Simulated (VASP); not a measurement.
Computed with AM05 GGA, VASP's PBE PAW potentials (set 64) (plane waves; VASP).

The input files of a VASP run:

### POSCAR
```
SnTe
1
   -0.0000000000     3.1492200057     3.1492200057
    3.1492200057    -0.0000000000     3.1492200057
    3.1492200057     3.1492200057     0.0000000000
Sn Te
1 1
Direct
  0.0000000000   0.0000000000   0.0000000000
  0.5000000000   0.5000000000   0.5000000000
```

File KPOINTS:
```
Automatic mesh
0
G
8 8 8
```

INCAR:
```
LWAVE=.False.
GGA=AM   ! AM05
LCHARG=.True.
ENCUT=520   ! plane-wave cut-off (eV)
NEDOS=601   ! DOS grid
SYSTEM=SnTe
ALGO=Normal   ! blocked Davidson
NELM=100   ! most electronic steps
LMAXMIX=4
ISIF=2   ! forces and stress, cell fixed
ISMEAR=-5
LASPH=.True.   ! aspherical one-centre terms
LORBIT=11   ! lm-projected
LREAL=.False.
PREC=Accurate
EDIFF=1E-7
```

POTCAR, in this order: Sn_d Te (PBE.64 set). Program: vasp_std.

What VASP printed:

### OUTCAR
```
 ion  position               nearest neighbor table
   1  0.000  0.000  0.000-   2 3.15   2 3.15   2 3.15   2 3.15   2 3.15   2 3.15
   2  0.500  0.500  0.500-   1 3.15   1 3.15   1 3.15   1 3.15   1 3.15   1 3.15
  LATTYP: Found a face centered cubic cell.
 ALAT       =     6.2984400114
 Subroutine PRICEL returns:
 Original cell was already a primitive cell.
 Subroutine GETGRP returns: Found 48 space group operations
The static configuration has the point symmetry O_h .
The dynamic configuration has the point symmetry O_h .
 Subroutine INISYM returns: Found 48 space group operations
 Subroutine IBZKPT returns following result:
 Found     29 irreducible k-points:

 Following reciprocal coordinates:
            Coordinates               Weight
  0.000000  0.000000  0.000000      1.000000
  0.125000  0.000000  0.000000      8.000000
  0.250000  0.000000  0.000000      8.000000
  0.375000  0.000000  0.000000      8.000000
  0.500000  0.000000  0.000000      4.000000
  0.125000  0.125000  0.000000      6.000000
  0.250000  0.125000  0.000000     24.000000
  0.375000  0.125000  0.000000     24.000000
  0.500000  0.125000  0.000000     24.000000
...
```

File OSZICAR:
```
       N       E                     dE             d eps       ncg     rms          rms(c)
DAV:   1     0.124751686552E+03    0.12475E+03   -0.97014E+03   818   0.166E+03
DAV:   2     0.308705037681E+01   -0.12166E+03   -0.12013E+03   884   0.389E+02
DAV:   3    -0.750151624296E+01   -0.10589E+02   -0.10561E+02  1046   0.993E+01
DAV:   4    -0.779072234931E+01   -0.28921E+00   -0.28911E+00   936   0.181E+01
DAV:   5    -0.780355524717E+01   -0.12833E-01   -0.12833E-01  1186   0.357E+00    0.500E+00
DAV:   6    -0.774961941883E+01    0.53936E-01   -0.13099E-01  1102   0.316E+00    0.308E+00
DAV:   7    -0.774965417273E+01   -0.34754E-04   -0.50880E-02  1008   0.149E+00    0.745E-01
DAV:   8    -0.774961708492E+01    0.37088E-04   -0.74600E-03   944   0.855E-01    0.171E-01
DAV:   9    -0.774975119057E+01   -0.13411E-03   -0.52743E-04  1018   0.256E-01    0.436E-02
DAV:  10    -0.774976333396E+01   -0.12143E-04   -0.73941E-05   908   0.887E-02    0.147E-02
DAV:  11    -0.774977233909E+01   -0.90051E-05   -0.49193E-05   866   0.656E-02    0.203E-02
DAV:  12    -0.774977142588E+01    0.91321E-06   -0.44420E-06  1036   0.217E-02    0.852E-03
DAV:  13    -0.774977114885E+01    0.27703E-06   -0.12542E-06   866   0.960E-03    0.722E-03
DAV:  14    -0.774977129829E+01   -0.14944E-06   -0.88388E-08   562   0.249E-03    0.289E-03
DAV:  15    -0.774977139068E+01   -0.92386E-07   -0.97631E-09   442   0.102E-03
   1 F= -.77497714E+01 E0= -.77497714E+01  d E =0.000000E+00
```

File OUTCAR:
```
------------------------ aborting loop because EDIFF is reached ----------------------------------------
  FORCE on cell =-STRESS in cart. coord.  units (eV):
  Direction    XX          YY          ZZ          XY          YZ          ZX
  --------------------------------------------------------------------------------------
  Total        0.0252464      0.0252464      0.0252464      0.0000000      0.0000000     -0.0000000
  in kB        0.6475474      0.6475474      0.6475474      0.0000000      0.0000000     -0.0000000
  external PRESSURE =       0.6475474 kB  Pullay stress =       0.0000000 kB
  volume of cell :       62.47
      direct lattice vectors                 reciprocal lattice vectors
     0.000000000  3.149220006  3.149220006    -0.158769473  0.158769473  0.158769473
     3.149220006  0.000000000  3.149220006     0.158769473 -0.158769473  0.158769473
     3.149220006  3.149220006  0.000000000     0.158769473  0.158769473 -0.158769473
 POSITION                                       TOTAL-FORCE (eV/Angst)
 -----------------------------------------------------------------------------------
      0.00000      0.00000      0.00000        -0.000000      0.000000     -0.000000
      3.14922      3.14922      3.14922         0.000000      0.000000      0.000000
 -----------------------------------------------------------------------------------
    total drift:                               -0.000000      0.000000      0.000000
  FREE ENERGIE OF THE ION-ELECTRON SYSTEM (eV)
  ---------------------------------------------------
  free  energy   TOTEN  =        -7.7497713907 eV

  energy  without entropy=       -7.7497713907  energy(sigma->0) =       -7.74977139

 total charge

# of ion       s       p       d       tot
------------------------------------------
    1        1.362   0.740   9.987  12.089
    2        1.382   1.958   0.030   3.370
--------------------------------------------------
tot          2.744   2.698  10.017  15.460
```
(Selected blocks of OUTCAR.)

The compound is SnTe in the rock salt structure, which distorts at low temperature. It was relaxed first.
